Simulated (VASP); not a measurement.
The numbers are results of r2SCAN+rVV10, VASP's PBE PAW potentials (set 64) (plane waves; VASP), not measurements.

VASP ran on this input.

**KPOINTS**
```
Automatic mesh
0
G
11 11 11
```

### INCAR
```
ALGO=Normal
BPARAM=11.95
CPARAM=0.0093
EDIFF=1E-7
ENCUT=400
ISIF=2
ISMEAR=-5
LASPH=.True.
LCHARG=.False.
LMAXMIX=4
LMIXTAU=.True.
LORBIT=11
LREAL=.False.
LUSE_VDW=.True.
LWAVE=.False.
METAGGA=R2SCAN
NEDOS=601
NELM=100
PREC=Accurate
SYSTEM=Sn
```

POSCAR:
```
Sn
1
    0.0000000000     3.2660877920     3.2660877920
    3.2660877920     0.0000000000     3.2660877920
    3.2660877920     3.2660877920     0.0000000000
Sn
2
Direct
  0.0000000000   0.0000000000   0.0000000000
  0.2500000000   0.2500000000   0.2500000000
```

KPOINTS_OPT:
```
k-points along high-symmetry lines
10
Line-mode
Reciprocal
  0.000000   0.000000   0.000000 ! GAMMA
  0.500000   0.000000   0.500000 ! X

  0.500000   0.000000   0.500000 ! X
  0.625000   0.250000   0.625000 ! U

  0.375000   0.375000   0.750000 ! K
  0.000000   0.000000   0.000000 ! GAMMA

  0.000000   0.000000   0.000000 ! GAMMA
  0.500000   0.500000   0.500000 ! L

  0.500000   0.500000   0.500000 ! L
  0.500000   0.250000   0.750000 ! W

  0.500000   0.250000   0.750000 ! W
  0.500000   0.000000   0.500000 ! X
```

POTCAR, in this order: Sn_d (PBE.64 set). Program: vasp_std.

Unless said otherwise, spin-orbit coupling is left out, though it shifts the bands of the heavy elements here.

Estimate the energy per atom (σ→0), band gap (over mesh and band path).

```json
{
 "energy per atom (σ→0)": "-24.340 eV/atom",
 "band gap (over mesh and band path)": "none (metal, semimetal or under 0.01 eV)"
}
```

**OSZICAR**
```
...
DAV:  20    -0.486794116916E+02    0.15958E-06   -0.14131E-08  1070   0.170E-03    0.182E-03
DAV:  21    -0.486794125739E+02   -0.88229E-06   -0.66285E-08  1044   0.437E-03    0.368E-04
DAV:  22    -0.486794120556E+02    0.51826E-06   -0.18159E-08  1018   0.147E-03    0.228E-04
DAV:  23    -0.486794125282E+02   -0.47262E-06   -0.37189E-09  1008   0.785E-04    0.874E-05
DAV:  24    -0.486794124806E+02    0.47623E-07   -0.10373E-09  1008   0.366E-04
   1 F= -.48679412E+02 E0= -.48679412E+02  d E =0.000000E+00
       N       E                     dE             ncg
       N       E                     dE             ncg
```

The structure comes from a measured Sn entry (Fd-3m) of the Crystallography Open Database, whose conditions weren't checked. It was relaxed first.
